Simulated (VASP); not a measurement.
# A VASP study of LaB2Rh2C (r2SCAN): structure first, properties next, part 3 of 4

Wanted: the relaxed cell of LaB2Rh2C and its properties. The start is a computed cell from the Materials Project.

VASP 6.6.1; r2SCAN; plane waves and PAW (La, B, Rh_pv, C).

Still holding for the runs below: This run has no spin polarisation. Its electron count is odd, so without a moment it is a metal by construction.

So far. Step 3 (Second relaxation): It ends with a largest force of 0.007 eV/Å and a pressure of 0.01 GPa. The volume moved by under 0.01 %: the run met its threshold at the first step. Step 4 (Density, ELF and potential (r2SCAN)): In this run the pressure is 0.00 GPa, small enough to go on. The relaxed cell has a = 3.888, c = 10.300 Å (conventional setting).

## (5) Band structure (r2SCAN)

The mesh alone shows little of the dispersion and can miss band extrema, so KPOINTS_OPT adds a path through the symmetry points after the self-consistent cycle.

INCAR

```
SYSTEM = LaB2Rh2C
PREC = Accurate
ENCUT = 520
EDIFF = 1E-06
NELM = 100
ISMEAR = 0
SIGMA = 0.05
LREAL = .FALSE.
ALGO = Normal
METAGGA = R2SCAN
LASPH = .TRUE.
NBANDS = 41
LORBIT = 11
LWAVE = .FALSE.
LCHARG = .FALSE.
KPAR = 4
```

POSCAR

```
LaB2Rh2C
1.0
    0.0000000000     -3.8875729344      0.0000000000
   -3.8875729344      0.0000000000      0.0000000000
    1.9437864672     -1.9437864672     -5.1500078311
La B Rh C
1 2 2 1
Direct
    0.0000000000      0.0000000000      0.0000000000
    0.3541546280      0.6458453720      0.2916907439
    0.6458453720      0.3541546280      0.7083092561
    0.2500000000      0.2500000000      0.5000000000
    0.7500000000      0.7500000000      0.5000000000
    0.5000000000      0.5000000000      0.0000000000
```

KPOINTS

```
Automatic mesh
0
Gamma
6 6 6
0 0 0
```

KPOINTS_OPT

```
Line mode
16
Line-mode
Reciprocal
  0.00000000   0.00000000   0.00000000 GAMMA
 -0.50000000  -0.50000000   0.00000000 X

 -0.50000000  -0.50000000   0.00000000 X
 -0.42877190  -0.57122810   0.07122810 Y

 -0.42877190  -0.57122810   0.07122810 Y
  0.00000000  -0.57122810   0.28561405 S

  0.00000000  -0.57122810   0.28561405 S
  0.00000000   0.00000000   0.00000000 GAMMA

  0.00000000   0.00000000   0.00000000 GAMMA
  0.00000000   0.00000000  -0.50000000 Z

  0.00000000   0.00000000  -0.50000000 Z
  0.00000000  -0.42877190  -0.28561405 S1

  0.00000000  -0.42877190  -0.28561405 S1
  0.00000000  -0.50000000   0.00000000 N

  0.00000000  -0.50000000   0.00000000 N
 -0.50000000  -0.50000000  -0.25000000 P

 -0.50000000  -0.50000000  -0.25000000 P
 -0.42877190  -0.42877190  -0.50000000 Y1

 -0.42877190  -0.42877190  -0.50000000 Y1
  0.00000000   0.00000000  -0.50000000 Z

 -0.50000000  -0.50000000   0.00000000 X
 -0.50000000  -0.50000000  -0.25000000 P
```

PAW data sets: La, B, Rh_pv and C (PBE family, release 64).

Command:

```console
$ mpirun -np 4 vasp_std
```

The log of the run:

```text
[... set-up lines as in an earlier step ...]
 entering main loop
       N       E                     dE             d eps       ncg     rms          rms(c)
DAV:   1     0.419396747574E+03    0.41940E+03   -0.25952E+04  3317   0.186E+03
DAV:   2    -0.733410976243E+02   -0.49274E+03   -0.43867E+03  2533   0.410E+02
DAV:   3    -0.122693383818E+03   -0.49352E+02   -0.44914E+02  3224   0.123E+02
DAV:   4    -0.125896612823E+03   -0.32032E+01   -0.31585E+01  3995   0.300E+01
DAV:   5    -0.125975718817E+03   -0.79106E-01   -0.78842E-01  3688   0.376E+00    0.249E+01
DAV:   6    -0.111005413698E+03    0.14970E+02   -0.61594E+01  3246   0.501E+01    0.164E+01
DAV:   7    -0.106546551353E+03    0.44589E+01   -0.16408E+01  3420   0.269E+01    0.402E+00
DAV:   8    -0.106660186419E+03   -0.11364E+00   -0.17006E+00  3719   0.613E+00    0.249E+00
DAV:   9    -0.106673891134E+03   -0.13705E-01   -0.19398E-01  3751   0.260E+00    0.656E-01
DAV:  10    -0.106675825930E+03   -0.19348E-02   -0.17497E-02  3870   0.740E-01    0.311E-01
DAV:  11    -0.106676499994E+03   -0.67406E-03   -0.39603E-03  4056   0.348E-01    0.848E-02
DAV:  12    -0.106676560581E+03   -0.60587E-04   -0.51886E-04  3880   0.131E-01    0.572E-02
DAV:  13    -0.106676642773E+03   -0.82192E-04   -0.13245E-04  3863   0.613E-02    0.137E-02
DAV:  14    -0.106676641611E+03    0.11620E-05   -0.89326E-06  3904   0.188E-02    0.460E-03
DAV:  15    -0.106676642074E+03   -0.46353E-06   -0.28444E-06  2887   0.717E-03
   1 F= -.10667664E+03 E0= -.10667557E+03  d E =-.215270E-02
 Start KPOINTS_OPT (optional k-point list driver)
k-point batch [1-30\176]
       N       E                     dE             ncg
DAV:   1     0.446900026969E+04   -0.36582E+05     3341
DAV:   2    -0.997319311595E+04   -0.14442E+05     2653
DAV:   3    -0.112578581495E+05   -0.12847E+04     3074
DAV:   4    -0.113328964076E+05   -0.75038E+02     3872
DAV:   5    -0.113356459300E+05   -0.27495E+01     3664
DAV:   6    -0.113357918158E+05   -0.14589E+00     4072
DAV:   7    -0.113357942280E+05   -0.24122E-02     3656
DAV:   8    -0.113357942946E+05   -0.66541E-04     3752
DAV:   9    -0.113357942962E+05   -0.16815E-05     2376
DAV:  10    -0.113357942965E+05   -0.21772E-06     1912
[...]
k-point batch [151-176\176]
       N       E                     dE             ncg
DAV:   1     0.105153054116E+05   -0.35814E+05     2844
DAV:   2    -0.213832270661E+04   -0.12654E+05     2246
DAV:   3    -0.330633809594E+04   -0.11680E+04     2664
DAV:   4    -0.337784805915E+04   -0.71510E+02     3495
DAV:   5    -0.338041404072E+04   -0.25660E+01     3112
DAV:   6    -0.338055254111E+04   -0.13850E+00     3536
DAV:   7    -0.338055510417E+04   -0.25631E-02     3048
DAV:   8    -0.338055524747E+04   -0.14330E-03     3424
DAV:   9    -0.338055525288E+04   -0.54149E-05     1952
DAV:  10    -0.338055525358E+04   -0.70164E-06     1688
```

It took 4 min on 4 MPI ranks of Intel Xeon 6975P-C (Granite Rapids), shared host; peak memory 1.3 GiB.

From OUTCAR (step 5):

```text
   k-points           NKPTS =     30   k-points in BZ     NKDIM =     30   number of bands    NBANDS=     41

   NELECT =      51.0000    total number of electrons

 E-fermi :   9.3204

 k-point     1 :       0.0000    0.0000    0.0000
  band No.  band energies     occupation
    ...
     20       7.4237      2.00000
     21       8.0468      2.00000
     22       8.6694      2.00000
     23       8.6694      2.00000
     24       9.2818      1.72526
     25       9.4251      0.00306
     26       9.4251      0.00306
     27       9.6514      0.00000
     28      10.7522      0.00000
     29      12.2283      0.00000
    ...

  Total       -0.0181700     -0.0181700      0.0063006      0.0000000     -0.0000000      0.0000000
  in kB       -0.3740244     -0.3740244      0.1296968      0.0000000     -0.0000000      0.0000000
  external PRESSURE =      -0.2061173 kB  Pullay stress =       0.0000000 kB

 POSITION                                       TOTAL-FORCE (eV/Angst)
 -----------------------------------------------------------------------------------
      0.00000      0.00000      0.00000         0.000000      0.000000      0.000000
     -1.94379     -1.94379     -1.50221         0.000000      0.000000     -0.006874
      0.00000     -3.88757     -3.64780         0.000000      0.000000      0.006874
      0.00000     -1.94379     -2.57500         0.000000     -0.000000      0.000000
     -1.94379     -3.88757     -2.57500        -0.000000      0.000000      0.000000
     -1.94379     -1.94379      0.00000         0.000000      0.000000      0.000000
 -----------------------------------------------------------------------------------
    total drift:                                0.000000     -0.000000      0.000000

  FREE ENERGIE OF THE ION-ELECTRON SYSTEM (eV)
  ---------------------------------------------------
  free  energy   TOTEN  =      -106.6766420743 eV

  energy  without entropy=     -106.6744893711  energy(sigma->0) =     -106.67556572

[... 7 parts as in an earlier step ...]

[... 9 further parts left out ...]
```

Spin-orbit coupling is off here; with elements this heavy it splits and shifts levels by tenths of an eV or more. The cell is typed on its shortest vectors, so the axes of tensors and the coordinates of k-points follow the printed cell and not the standard setting.

This step gave:

| Quantity | Value |
| --- | --- |
| bands | 41 |
| pressure | -0.02061 GPa |

Electronic bands along the path, in eV, zero at the Fermi level; # counts the bands kept, so #1 is VASP's band 12:

```tsv
point	#12	#13	#14	#15	#16	#17	#18	#19
Γ	-0.65	-0.04	0.10	0.10	0.33	1.43	2.91	3.55
0.47 of the way	-0.98	-0.89	-0.68	0.21	1.67	1.97	2.48	3.57
X	-1.02	-0.63	-0.62	-0.61	0.20	2.08	2.95	3.02
0.47 of the way	-0.98	-0.91	-0.64	-0.30	0.20	2.11	2.94	3.02
Y	-1.19	-0.82	-0.66	0.09	0.22	2.21	2.91	3.02
0.53 of the way	-1.47	-1.03	-0.57	-0.11	1.45	2.87	2.93	3.31
S	-1.70	-1.50	-1.03	-0.42	2.15	3.02	3.16	3.24
0.53 of the way	-1.19	-0.92	-0.67	-0.63	1.94	2.14	2.56	3.62
Γ	-0.65	-0.04	0.10	0.10	0.33	1.43	2.91	3.55
0.53 of the way	-0.43	-0.04	1.38	1.38	1.43	1.45	1.45	3.41
Z	-0.23	-0.23	-0.04	1.43	2.26	2.48	2.48	3.12
0.53 of the way	-0.71	-0.61	-0.01	1.00	1.53	2.64	2.71	3.30
S1	-1.70	-1.50	-1.03	-0.42	2.15	3.02	3.16	3.24
0.47 of the way	-1.83	-1.61	-1.17	-0.57	2.27	3.11	3.15	3.28
N	-1.90	-1.69	-1.28	-0.65	2.45	3.11	3.19	3.29
0.53 of the way	-1.15	-1.03	-0.65	-0.54	1.64	1.75	3.26	3.33
P	-1.02	-1.02	-0.63	-0.62	1.36	1.36	3.00	3.00
0.47 of the way	-0.99	-0.99	-0.64	-0.50	0.73	1.88	2.98	3.02
Y1	-1.19	-0.82	-0.66	0.09	0.22	2.21	2.91	3.02
0.53 of the way	-0.87	-0.71	0.25	1.39	1.74	2.40	2.81	2.98
Z	-0.23	-0.23	-0.04	1.43	2.26	2.48	2.48	3.12
jump to X	-1.02	-0.63	-0.62	-0.61	0.20	2.08	2.95	3.02
0.53 of the way	-1.04	-0.86	-0.63	-0.62	0.70	1.87	2.97	3.01
P	-1.02	-1.02	-0.63	-0.62	1.36	1.36	3.00	3.00
```

Of the projections kept (La, B, Rh, C), the largest for each band there; the rest of the weight can lie on other orbitals:

```tsv
point	#12	#13	#14	#15	#16	#17	#18	#19
Γ	C 0.42	Rh 1.00	Rh 0.61	Rh 0.61	La 0.92	Rh 1.00	Rh 0.41	La 0.91
X	Rh 0.69	Rh 0.99	Rh 0.99	Rh 0.55	Rh 0.64	Rh 0.87	La 0.87	La 0.50
Y	Rh 0.90	Rh 0.72	Rh 0.99	Rh 0.74	Rh 0.65	Rh 0.82	La 0.84	La 0.51
S	Rh 0.98	Rh 0.84	Rh 0.72	Rh 0.67	La 0.55	La 0.57	La 0.76	La 0.97
Γ	C 0.42	Rh 1.00	Rh 0.61	Rh 0.61	La 0.92	Rh 1.00	Rh 0.41	La 0.91
Z	Rh 0.81	Rh 0.81	Rh 1.00	Rh 1.00	Rh 0.56	La 0.62	La 0.62	La 0.98
```

There is no gap at this level.

## (6) Density of states (r2SCAN)

Here the states are counted by energy and projected on the atoms. The mesh is finer than in the run before.

Edit INCAR of step 5 so:

```diff
@@ -5,3 +5,3 @@
 NELM = 100
-ISMEAR = 0
+ISMEAR = -5
 SIGMA = 0.05
@@ -16 +16,2 @@
 KPAR = 4
+NEDOS = 2001
```

POSCAR is that of step 5.

KPOINTS

```
Automatic mesh
0
Gamma
9 9 9
0 0 0
```

Command:

```console
$ mpirun -np 4 vasp_std
```

The log of the run:

```text
[... set-up lines as in an earlier step ...]
 entering main loop
       N       E                     dE             d eps       ncg     rms          rms(c)
DAV:   1     0.419017235821E+03    0.41902E+03   -0.25814E+04  8214   0.185E+03
DAV:   2    -0.718444658245E+02   -0.49086E+03   -0.43570E+03  6511   0.413E+02
DAV:   3    -0.122546836160E+03   -0.50702E+02   -0.45964E+02  8080   0.124E+02
DAV:   4    -0.125867595707E+03   -0.33208E+01   -0.32708E+01  9887   0.304E+01
DAV:   5    -0.125967403018E+03   -0.99807E-01   -0.99501E-01  9036   0.409E+00    0.248E+01
DAV:   6    -0.110897270562E+03    0.15070E+02   -0.58521E+01  8227   0.500E+01    0.160E+01
DAV:   7    -0.106553439703E+03    0.43438E+01   -0.16188E+01  8746   0.268E+01    0.401E+00
DAV:   8    -0.106664873807E+03   -0.11143E+00   -0.17202E+00  9096   0.620E+00    0.250E+00
DAV:   9    -0.106677055267E+03   -0.12181E-01   -0.19173E-01  9400   0.261E+00    0.627E-01
DAV:  10    -0.106679699782E+03   -0.26445E-02   -0.17495E-02  9724   0.719E-01    0.314E-01
DAV:  11    -0.106680394690E+03   -0.69491E-03   -0.37131E-03 10427   0.338E-01    0.965E-02
DAV:  12    -0.106680468605E+03   -0.73914E-04   -0.47035E-04  9060   0.134E-01    0.600E-02
DAV:  13    -0.106680544263E+03   -0.75658E-04   -0.10679E-04  9754   0.573E-02    0.135E-02
DAV:  14    -0.106680904090E+03   -0.35983E-03   -0.31214E-03  7643   0.255E-01    0.537E-02
DAV:  15    -0.106680524092E+03    0.38000E-03   -0.25846E-03  8010   0.254E-01    0.160E-02
DAV:  16    -0.106680546205E+03   -0.22113E-04   -0.17268E-04 10180   0.374E-02    0.790E-03
DAV:  17    -0.106680547090E+03   -0.88531E-06   -0.47339E-06  7995   0.736E-03
   1 F= -.10668055E+03 E0= -.10668055E+03  d E =0.000000E+00
 -----------------------------------------------------------------------------
|                                                                             |
|           W    W    AA    RRRRR   N    N  II  N    N   GGGG   !!!           |
|           W    W   A  A   R    R  NN   N  II  NN   N  G    G  !!!           |
|           W    W  A    A  R    R  N N  N  II  N N  N  G       !!!           |
|           W WW W  AAAAAA  RRRRR   N  N N  II  N  N N  G  GGG   !            |
|           WW  WW  A    A  R   R   N   NN  II  N   NN  G    G                |
|           W    W  A    A  R    R  N    N  II  N    N   GGGG   !!!           |
|                                                                             |
|     Tetrahedron method does not include variations of the Fermi             |
|     occupations, so forces and stress will be inaccurate. We suggest        |
|     using a different smearing scheme ISMEAR = 1 or 2 for metals in         |
|     relaxations.                                                            |
|                                                                             |
 -----------------------------------------------------------------------------
```

It took 2.8 min on 4 MPI ranks; peak memory 1.5 GiB.

Parts of OUTCAR (step 6):

```text
   k-points           NKPTS =     75   k-points in BZ     NKDIM =     75   number of bands    NBANDS=     41

   NELECT =      51.0000    total number of electrons

 E-fermi :   9.3456

 k-point     1 :       0.0000    0.0000    0.0000
  band No.  band energies     occupation
    ...
     21       8.0501      2.00000
     22       8.6841      2.00000
     23       8.6841      2.00000
     24       9.2940      2.00000
     25       9.4267      0.70578
     26       9.4267      0.00000
     27       9.6569      0.00000
     28      10.7644      0.00000
     29      12.2309      0.00000
     30      12.8785      0.00000
    ...

  Total       -0.0597246     -0.0597246      0.1478209      0.0000000      0.0000000     -0.0000000
  in kB       -1.2294153     -1.2294153      3.0428564      0.0000000      0.0000000     -0.0000000
  external PRESSURE =       0.1946752 kB  Pullay stress =       0.0000000 kB

 POSITION                                       TOTAL-FORCE (eV/Angst)
 -----------------------------------------------------------------------------------
      0.00000      0.00000      0.00000         0.000000     -0.000000      0.000000
     -1.94379     -1.94379     -1.50221         0.000000     -0.000000      0.040878
      0.00000     -3.88757     -3.64780        -0.000000      0.000000     -0.040878
      0.00000     -1.94379     -2.57500         0.000000     -0.000000      0.000000
     -1.94379     -3.88757     -2.57500        -0.000000      0.000000     -0.000000
     -1.94379     -1.94379      0.00000         0.000000     -0.000000      0.000000
 -----------------------------------------------------------------------------------
    total drift:                               -0.000000     -0.000000      0.000000

  FREE ENERGIE OF THE ION-ELECTRON SYSTEM (eV)
  ---------------------------------------------------
  free  energy   TOTEN  =      -106.6805470900 eV

  energy  without entropy=     -106.6805470900  energy(sigma->0) =     -106.68054709

[... 6 parts as in an earlier step ...]

[... 10 further parts left out ...]
```

With tetrahedra the forces and stress of a metal are not exact derivatives of the energy.

Numbers from this step:

```
electronic steps       : 17
irreducible k points   : 75
free energy (TOTEN)    : -106.6805 eV
Fermi energy           : 9.346 eV
pressure               : 0.01947 GPa
DOS at the Fermi level : 2.111 states/eV/cell
```

The density of states has structure finer than the step of the table below, so its rows give means over 0.5 eV, whole bins alone (the curve runs from -12.0 to 3.42 eV). Peaks (eV: height): total -4.64: 6.25, -3.54: 5.75, -2.54: 7.03, -0.89: 7.83; Rh d -3.54: 2.76, -2.54: 4.51, -1.35: 4.70, -0.89: 5.37; B p -5.10: 0.764, -4.64: 1.01, -3.54: 0.802, 2.04: 0.270; C p -8.68: 0.584, -5.10: 0.313, -4.64: 0.498, -0.61: 0.608; La d -4.64: 0.159, -2.63: 0.181, -0.61: 0.324, 1.95: 0.494.

States under -12.0 eV and over 3.4 eV are left out. Density of states against energy, zero at the Fermi level; means over each step; 7 of 9 lines; values in states/eV/cell:

```tsv
energy (eV)	total	Rh d	B p	C p	La d	La f	Rh s
-11.5	0.100	9.8e-4	0.00597	3.9e-5	1.9e-4	3.4e-4	3.7e-4
-11.0	0	0	0	0	0	0	0
-10.5	0	0	0	0	0	0	0
-10.0	0	0	0	0	0	0	0
-9.5	0.00185	5.4e-5	6.8e-6	1.7e-4	6.8e-6	0	3.1e-4
-9.0	2.61	0.193	0.0469	0.340	0.0287	0.00401	0.170
-8.5	1.38	0.143	0.0363	0.208	0.00919	0.00554	0.0249
-8.0	0.0160	0.00231	0.00182	1.4e-4	2.4e-4	1.1e-5	0.00374
-7.5	0.213	0.0356	0.0251	0.00239	0.00265	2.9e-4	0.0440
-7.0	0.538	0.132	0.0646	0.00590	0.00385	0.00110	0.0806
-6.5	0.971	0.274	0.118	0.00765	0.00461	0.00193	0.110
-6.0	1.56	0.432	0.208	0.0284	0.00720	0.00357	0.150
-5.5	2.21	0.746	0.369	0.152	0.0207	0.00374	0.153
-5.0	4.04	1.37	0.616	0.268	0.0652	0.00734	0.248
-4.5	4.52	1.70	0.701	0.341	0.114	0.0134	0.122
-4.0	2.89	1.38	0.388	0.177	0.0508	0.00931	0.0468
-3.5	4.66	2.27	0.627	0.236	0.0952	0.0204	0.0794
-3.0	4.95	2.76	0.429	0.191	0.111	0.0209	0.0763
-2.5	5.41	3.39	0.210	0.146	0.144	0.0276	0.0502
-2.0	3.47	2.41	0.102	0.0649	0.0806	0.0184	0.0526
-1.5	5.65	4.04	0.160	0.132	0.109	0.0367	0.0803
-1.0	6.29	4.21	0.109	0.395	0.188	0.0619	0.0734
-0.5	5.17	2.96	0.114	0.428	0.223	0.0701	0.0970
0.0	2.16	0.945	0.107	0.171	0.121	0.0524	0.0393
0.5	0.997	0.318	0.0632	0.0645	0.0945	0.0392	0.0161
1.0	1.09	0.332	0.0634	0.0497	0.146	0.0573	0.00958
1.5	1.83	0.528	0.106	0.0556	0.268	0.150	0.00559
2.0	3.59	1.15	0.236	0.0817	0.463	0.413	0.0201
2.5	2.46	0.594	0.160	0.0716	0.323	0.505	0.0105
3.0	4.45	0.579	0.145	0.0585	0.221	2.64	0.0566
```

The finer mesh and the other smearing move the Fermi level by +0.03 eV from the 6×6×6 run, a small shift, which tests the Fermi level alone. Of the states within 0.3 eV of the Fermi level, the largest shares in the PAW spheres are Rh d 45 %, C p 8 % and La d 5 %. The rest lies in smaller channels or between the spheres.

[end of part 3 of 4]

[Lines on the potential files, build, host, timing and source positions are cut from VASP's logs without a mark.]

[Logs are printed without paths, hosts, clocks, repeated set-up lines and the standing remarks that a program may print on its own settings, such as how far it seeks lower states.]

[Hosts, paths, dates, database ids (printed as entryN), source tags and the programs' standing remarks are cut or masked in the printed files.]

[A measured line is paired with the nearest computed mode of its activity, which favours agreement.]
